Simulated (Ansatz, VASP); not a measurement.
# BAs: VASP beside Ansatz

One calculation is typed for both programs; each brings its own data sets. How far apart do they land? The structure shown comes from an earlier Ansatz run, which isn't shown and may have moved the atoms alone.

Main program and level: Ansatz 0.2.0; plane waves, with VASP 6.6.1 beside it; elastic constants at r2SCAN.

## 1. The structure

The structure is cubic, space group F-43m (No. 216). Conventional cell: a = 4.783 Å, b = 4.783 Å, c = 4.783 Å, α = 90.00°, β = 90.00°, γ = 90.00°. Nearest to B lie 4 As at 2.07 Å. Nearest to As lie 4 B at 2.07 Å. Farther neighbours are not listed.

## 2. Ansatz: elastic constants, r2SCAN

Ansatz runs on its PAW soft_1 files.

Elastic constants are differences of stresses under small strains, so they test the stress and the mesh.

input.yaml reads:

```yaml
crystal:
  lattice:
    - [0.0, 2.391277009, 2.391277009]
    - [2.391277009, 0.0, 2.391277009]
    - [2.391277009, 2.391277009, 0.0]
  atoms:
    - { symbol: B, position: [0.0, 0.0, 0.0] }
    - { symbol: As, position: [0.25, 0.25, 0.25] }
kpoints:
  mp_grid: { grid: [10, 10, 10] }
hamiltonian:
  xc: r2scan
  pseudopotentials: { kind: paw, azcp: { folder: soft_1 } }
scf:
  occupations: { method: fixed }
output:
  forces: true
  stress: true
  eigenvalues: true
elastic:
  mode: relaxed_ion
  stencil: two_point
```

The run is started by

```console
$ ansatz run input.yaml --threads 4 --pin off --max-ram 15360MiB --backend cpu --events-out ev --progress --plain --runs-dir out
```

Numbers of over 12 decimals in the logs are rounded to 6 here.

Log:

```text
Engine: ansatz 0.2.0, aarch64-unknown-linux-gnu
Pseudopotentials: kind: paw
Pseudopotential: B, paw, valence charge 3, recommended cutoff 500 eV (meta_gga), soft_1/B.paw.azcp
Pseudopotential: As, paw, valence charge 15, recommended cutoff 500 eV (meta_gga), soft_1/As.paw.azcp
Functional definition: r2SCAN
  parameter k0 = 0.174
  parameter k1 = 0.065
  parameter a1 = 4.9479
  exchange = r2scan_x(k0 = k0, k1 = k1, a1 = a1)
  correlation = r2scan_c
Crystal: 2 atoms, lattice volume = 27.348 Å³
Basis set: ecut = 500 eV, 725 PW (Γ), exchange–correlation on 100×100×100 points (64 copies of the dense FFT grid, shifted against one another)
Bands: 13, of which v1, the nominal top of the filled ones, is band 9 counted from 1 (8 counted from 0)
Symmetry: 24 space group operations
Space group: F-43m (ITA 216), of the structure as read, at distance tolerance 3.0e-5 Å
k-points: 47 of 1000 (time reversal used)
Non-local potential: B, projectors of the file, l = 0: 2, l = 1: 2, l = 2: 1
Non-local potential: As, projectors of the file, l = 0: 2, l = 1: 2, l = 2: 3, l = 3: 1
PAW form: soft (Blöchl's): semilocal exchange-correlation on the pseudo side does not see the compensation charge
PAW frozen core: B, regenerated for the run's functional (the file was generated under x = pbe(κ = 0.804, μ = 0.219515), c = pbe(β = 0.066725))
PAW frozen core: As, regenerated for the run's functional (the file was generated under x = pbe(κ = 0.804, μ = 0.219515), c = pbe(β = 0.066725))
PAW one-centre angular grid: B, 302 points (default); XC on 223 of its mesh's 2233 points in the sphere
PAW one-centre angular grid: As, 590 points (default); XC on 160 Gauss nodes
Initial density: superposition of atomic densities (chi_scale 0.1, normalization cell, long waves kept (reshape's long-wave potential 0.00 eV rms))
Initial wavefunctions: pseudopotential atomic-orbital guess
Functional: x = r2scan, c = r2scan; τ floored in thin density (d = 2e-4 eV/Å³)
SCF iter   1: F=—  HF=-5021.662001 eV  |F-HF|=—  |Δ(HF+E_count)|=         —  Δρ=6.97e-2  dr2=1.63e0  dr2_τ=1.68e-1  ethr=3.10e-3  ⟨swp⟩=4.0  Hψ=3038  notcnv=0  defer=31
preconditioner: auto → none  [insulator: Δε(μ)=1.749 eV  Ē_g=13.214 eV  n_scr=8 (ndim 8)  ℏωp=20.1 eV  f_vac=0.000  ε∞_Penn≈3.3]
SCF iter   2: F=—  HF=-5021.350678 eV  |F-HF|=—  |Δ(HF+E_count)|=   3.11e-1  Δρ=2.44e-2  dr2=1.18e-1  dr2_τ=9.26e-3  ethr=3.10e-3  ⟨swp⟩=2.2  Hψ=1278  notcnv=0  defer=53
SCF iter   3: F=—  HF=-5021.355156 eV  |F-HF|=—  |Δ(HF+E_count)|=   4.48e-3  Δρ=1.00e-2  dr2=1.82e-2  dr2_τ=8.17e-4  ethr=6.57e-4  ⟨swp⟩=3.0  Hψ=1132  notcnv=0  defer=87
SCF iter   4: F=—  HF=-5021.356228 eV  |F-HF|=—  |Δ(HF+E_count)|=   1.07e-3  Δρ=1.56e-3  dr2=4.12e-4  dr2_τ=8.70e-6  ethr=1.01e-4  ⟨swp⟩=3.6  Hψ=1168  notcnv=0  defer=87
SCF iter   5: F=—  HF=-5021.356204 eV  |F-HF|=—  |Δ(HF+E_count)|=   2.46e-5  Δρ=4.15e-4  dr2=1.90e-5  dr2_τ=3.05e-7  ethr=2.29e-6  ⟨swp⟩=2.0  Hψ=1135  notcnv=0  defer=87
SCF iter   6: F=—  HF=-5021.356219 eV  |F-HF|=—  |Δ(HF+E_count)|=   1.54e-5  Δρ=4.84e-5  dr2=5.74e-7  dr2_τ=7.93e-9  ethr=1.06e-7  ⟨swp⟩=2.0  Hψ=799  notcnv=0  defer=66
SCF iter   7: F=—  HF=-5021.356219 eV  |F-HF|=—  |Δ(HF+E_count)|=   3.97e-7  Δρ=4.69e-6  dr2=6.14e-9  dr2_τ=5.85e-11  ethr=3.19e-9  ⟨swp⟩=3.0  Hψ=1036  notcnv=0
SCF iter   8: F=—  HF=-5021.356219 eV  |F-HF|=—  |Δ(HF+E_count)|=   1.58e-9  Δρ=5.79e-7  dr2=1.14e-10  dr2_τ=2.63e-12  ethr=3.41e-11  ⟨swp⟩=2.7  Hψ=1004  notcnv=0
SCF iter   9: F=—  HF=-5021.356219 eV  |F-HF|=—  |Δ(HF+E_count)|=  2.46e-11  Δρ=2.75e-8  dr2=7.16e-14  dr2_τ=4.44e-15  ethr=1.00e-12  ⟨swp⟩=5.5  Hψ=3704  notcnv=0
SCF iter  10: F=-5021.356219 eV  HF=-5021.356219 eV  |F-HF|=0.00e0  |Δ(HF+E_count)|=  9.09e-13  Δρ=4.23e-9  dr2=4.92e-15  dr2_τ=8.15e-17  ethr=1.00e-12  ⟨swp⟩=4.0  Hψ=2057  notcnv=0
SCF 1 converged in 10 iterations: F = -5021.356219 eV  dr2 = 4.92e-15
  greatest PAW one-centre occupation: 0.999 electrons in one spin orbital (limit 2), on the As atom at site 1 (counted from 0), in its partial waves of l = 2
Initial density: handed on by an earlier stage of this run
Initial wavefunctions: those handed on with the density
iter 1 solved again at ethr=1.00e-12 eV; its pass at ethr=3.10e-3 eV (dr2=3.13e-15 eV) is discarded
SCF iter   1: F=—  HF=-5021.356219 eV  |F-HF|=—  |Δ(HF+E_count)|=         —  Δρ=4.22e-9  dr2=4.89e-15  dr2_τ=8.36e-17  ethr=1.00e-12  ⟨swp⟩=1.0  Hψ=3088  notcnv=0
preconditioner: auto → none  [insulator: Δε(μ)=1.374 eV  Ē_g=13.134 eV  n_scr=8 (ndim 8)  ℏωp=20.1 eV  f_vac=0.002  ε∞_Penn≈3.3]
SCF iter   2: F=-5021.356219 eV  HF=-5021.356219 eV  |F-HF|=9.09e-13  |Δ(HF+E_count)|=  9.09e-13  Δρ=1.72e-9  dr2=4.67e-16  dr2_τ=3.55e-17  ethr=1.00e-12  ⟨swp⟩=4.1  Hψ=2071  notcnv=0
SCF 2 converged in 2 iterations: F = -5021.356219 eV  dr2 = 4.67e-16
Crystal: 2 atoms, lattice volume = 27.293 Å³
[...]
SCF iter   1: F=—  HF=-5021.356165 eV  |F-HF|=—  |Δ(HF+E_count)|=         —  Δρ=1.34e-5  dr2=2.84e-8  dr2_τ=5.00e-8  ethr=1.59e-9  ⟨swp⟩=4.0  Hψ=10237  notcnv=0  defer=5
SCF iter   2: F=—  HF=-5021.356165 eV  |F-HF|=—  |Δ(HF+E_count)|=   3.53e-8  Δρ=6.86e-6  dr2=6.08e-9  dr2_τ=6.97e-11  ethr=1.58e-10  ⟨swp⟩=2.1  Hψ=4145  notcnv=0  defer=2
SCF iter   3: F=—  HF=-5021.356165 eV  |F-HF|=—  |Δ(HF+E_count)|=   1.18e-9  Δρ=7.03e-7  dr2=5.50e-11  dr2_τ=3.53e-12  ethr=3.38e-11  ⟨swp⟩=2.0  Hψ=2899  notcnv=0  defer=2
SCF iter   4: F=—  HF=-5021.356165 eV  |F-HF|=—  |Δ(HF+E_count)|=  3.27e-11  Δρ=1.28e-7  dr2=1.53e-12  dr2_τ=5.74e-14  ethr=3.06e-13 (applied; sched 1.00e-12)  ⟨swp⟩=2.0  Hψ=2792  notcnv=0  defer=2
SCF iter   5: F=-5021.356165 eV  HF=-5021.356165 eV  |F-HF|=2.73e-12  |Δ(HF+E_count)|=  1.82e-12  Δρ=2.37e-8  dr2=5.76e-14  dr2_τ=1.45e-15  ethr=1.00e-12  ⟨swp⟩=4.9  Hψ=7816  notcnv=0
SCF 7 converged in 5 iterations: F = -5021.356165 eV  dr2 = 5.76e-14
relax step   3: F+E_penalty+E_count = -5021.35616495 eV  Δ(F+E_penalty+E_count) = -4.782e-7 eV  max|allowed force component| = 5.415e-8 eV/Å  Δτ_max = 0.0001 Å  (5 SCF iters, accepted)
[...]
relax step   1: F+E_penalty+E_count = -5021.35615985 eV  Δ(F+E_penalty+E_count) = +0.000e0 eV  max|allowed force component| = 1.313e-2 eV/Å  Δτ_max = 0.0000 Å  (9 SCF iters, accepted)
[...]
relax step   2: F+E_penalty+E_count = -5021.35616495 eV  Δ(F+E_penalty+E_count) = -5.101e-6 eV  max|allowed force component| = 2.085e-7 eV/Å  Δτ_max = 0.0004 Å  (6 SCF iters, accepted)
iter 1 solved again at ethr=1.00e-12 eV; its pass at ethr=3.10e-3 eV (dr2=1.33e-14 eV) is discarded
SCF iter   1: F=—  HF=-5021.356165 eV  |F-HF|=—  |Δ(HF+E_count)|=         —  Δρ=9.79e-9  dr2=1.12e-14  dr2_τ=4.67e-16  ethr=1.00e-12  ⟨swp⟩=1.0  Hψ=11263  notcnv=0
SCF iter   2: F=-5021.356165 eV  HF=-5021.356165 eV  |F-HF|=0.00e0  |Δ(HF+E_count)|=  1.82e-12  Δρ=4.88e-9  dr2=2.48e-15  dr2_τ=4.00e-17  ethr=1.00e-12  ⟨swp⟩=4.2  Hψ=7546  notcnv=0
SCF 11 converged in 2 iterations: F = -5021.356165 eV  dr2 = 2.48e-15
SCF converged after 2 iterations
Free energy (F): -5021.356219 eV
Harris-Foulkes:  -5021.356219 eV  (|F-HF|=9.09e-13)
Internal energy: -5021.356219 eV  (E = F + TS)
E sigma→0 (E₀):  -5021.356219 eV
Fermi energy:    10.558045 eV
--- Per-component energies (eV) ---
  E_band       = -231.385933
  E_kinetic    = 146.433216
  E_local      = -1957.795088  (includes V_loc(G=0)·N_el)
  E_nonlocal   = -384.357224
  E_hartree    = 1103.091303
  E_xc         = -98.362518
  E_vxc        = -120.335408  (∫ρ·V_xc dr)
  E_paw        = -2105.119249  (= ΣΔE_a)
  E_vpaw       = -127.504432  (= ΣTr[D̂ρ^β])
  E_aug_tail   = 0.000018  (compensation charges beyond the density's cutoff)
  E_vtau       = 5.990380  (kinetic-family band-sum trace: ∫τ·v_τ [+ j·A + Jᵃ·Aᵃ] dr)
  E_ewald      = -1723.770841
  E_core_change = -1.475837  (= ΣΔE_core)
  E_smearing   = -0.000000  (= −TS)
  E_closure    = 0.000000  (closes the sum)
  Σ components = -5021.356219   (vs F -5021.356219, Δ=0.00e0)
--- Forces (eV/Å), atoms counted from 1 ---
  atom   1  B      0.00000000    -0.00000000     0.00000000
  atom   2  As     0.00000000    -0.00000000    -0.00000000
  max |Σ_I F_I| component: 5.37e-16 eV/Å
--- Stress (GPa, compression-positive) ---
       -0.001486       0.000000      -0.000000
       -0.000000      -0.001486       0.000000
       -0.000000       0.000000      -0.001486
  P = ⅓ Tr σ = -0.0015 GPa (-0.015 kbar)
--- Band table (eV; the first three rows and the last of 47) ---
  k-point 0: bands = [... 5 lower, -5.5694, 10.5580, 10.5580, 10.5580, 13.9937, 13.9937, 13.9937, 15.6240]
  k-point 1: bands = [... 5 lower, -5.3974, 9.0870, 10.2369, 10.2369, 14.2200, 14.4179, 14.4179, 16.5167]
  k-point 2: bands = [... 5 lower, -4.8902, 6.6073, 9.6265, 9.6265, 14.0317, 15.1847, 15.1847, 18.2741]
  k-point 46: bands = [... 5 lower, -0.9848, 1.9157, 4.9721, 5.2338, 15.4443, 15.8104, 18.8274, 19.0050]
--- Elastic constants: 2 strain directions × 2 members + reference (group order 24) ---
  dense FFT box of the reference and of every strained cell: 25×25×25
  strains applied: 11, 23; error gains: componentwise 1.00 (the most a stress slope's error grows in a printed constant), spectral 1.73 (1 for all six strains in a standard setting)
  C = ∂σ_k/∂η_j (tension-positive GPa; Voigt order 11 22 33 23 13 12):
       289.987     66.767     66.767      0.000      0.000      0.000
        66.767    289.987     66.767      0.000      0.000      0.000
        66.767     66.767    289.987      0.000      0.000      0.000
        -0.000      0.000      0.000    157.801      0.000     -0.000
        -0.000     -0.000      0.000     -0.000    157.801      0.000
         0.000     -0.000      0.000     -0.000      0.000    157.801
  reference stress σ⁰ (GPa):      0.001      0.001      0.001     -0.000      0.000      0.000
  C* (energy form; C + prestress term) asymmetry max|C*_kj − C*_jk| = 1.421e-14 GPa — a small one proves nothing (zero by symmetry where the batch's group is 432, −43m or m−3m); a large one is finite-difference/SCF noise where every solve meets its electron count
  moduli (Voigt/Reuss/Hill, GPa): K = 141.17/141.17/141.17   G = 139.32/135.39/137.36   E = 311.16   ν = 0.133
  mechanically stable: yes (min eigenvalue of sym C = 157.80 GPa)
  strain η (Voigt 11):  stress-route row diagonal C_11 = 289.99 GPa, energy-path curvature d²(F+E_count+ΔE)/dδ²/Ω₀ = 289.99 GPa
         δ    σ_11 (GPa)             F (eV)   n_scf  n_hpsi   n_pw
    -2.000e-3      -0.5799       -5021.3561203       8   24281    709   relax 0 steps, max|allowed force component| 4.86e-17 eV/Å
     2.000e-3       0.5801       -5021.3561197       5   19056    725   relax 0 steps, max|allowed force component| 4.68e-17 eV/Å
  strain η (Voigt 23):  stress-route row diagonal C_44 = 157.80 GPa, energy-path curvature d²(F+E_count+ΔE)/dδ²/Ω₀ = 157.81 GPa
         δ    σ_23 (GPa)             F (eV)   n_scf  n_hpsi   n_pw
    -2.000e-3      -0.3156       -5021.3561650       2   20247    713   relax 3 steps, max|allowed force component| 5.41e-8 eV/Å
     2.000e-3       0.3156       -5021.3561650       2   20238    713   relax 2 steps, max|allowed force component| 2.09e-7 eV/Å
```

In the SCF lines HF is the Harris–Foulkes energy and dr2 the Hartree energy of the density residual, in eV; the loop may stop once dr2 is under the threshold and the program's other checks hold. Hψ counts applications of the Hamiltonian.

(Part 1 of 2 ends here.)

[Lines on the potential files, build, host, timing and source positions are cut from VASP's logs without a mark.]

[Logs are printed without paths, hosts, clocks, repeated set-up lines and the standing remarks that a program may print on its own settings, such as how far it seeks lower states.]

[Hosts, paths, dates, database ids (printed as entryN), source tags and the programs' standing remarks are cut or masked in the printed files.]
